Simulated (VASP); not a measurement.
Input:

```
CELL_PARAMETERS angstrom
      3.07351     0.00000     0.00000
     -1.53676     2.66174     0.00000
      0.00000     0.00000     5.04525
ATOMIC_POSITIONS crystal
  Si 0.33333 0.66667 0.49960
  Si 0.66667 0.33333 0.99960
  C  0.33333 0.66667 0.87540
  C  0.66667 0.33333 0.37540
```

Method: PBE GGA, VASP's PBE PAW potentials (set 64) (plane waves; VASP 6.6.1). Numerical set-up: 400 eV cut-off, 6×6×4 Γ-centred mesh, Fermi-Dirac smearing of 0.020 eV, potentials Si C.

Task: Give the energies of bands 3 to 11 at the high-symmetry points, in eV from the valence-band maximum.

Result: 
```
band      Γ      M      K      A      L      H
----  -----  -----  -----  -----  -----  -----
3     -8.72  -7.78  -6.75  -4.45  -8.28  -7.76
4     -1.32  -6.30  -6.27  -4.45  -8.28  -7.76
5     -1.32  -5.45  -6.27  -0.71  -2.45  -5.66
6     -0.12  -3.33  -4.05  -0.71  -2.45  -5.66
7      0.00  -3.30  -4.05  -0.71  -2.34  -1.74
8      0.00  -1.20  -3.84  -0.71  -2.34  -1.74
9      4.82   2.78   2.27   5.91   3.28   5.07
10     6.22   4.22   8.17   5.91   3.28   5.07
11     6.67   6.89   8.87   7.36   5.26   6.02
```

The gap is indirect, 2.26 eV, from the valence maximum at Γ to the conduction minimum at K.

The structure comes from a computed database's SiC entry (P6_3mc); how it stands against other phases isn't given here. The cell was not relaxed at this level.
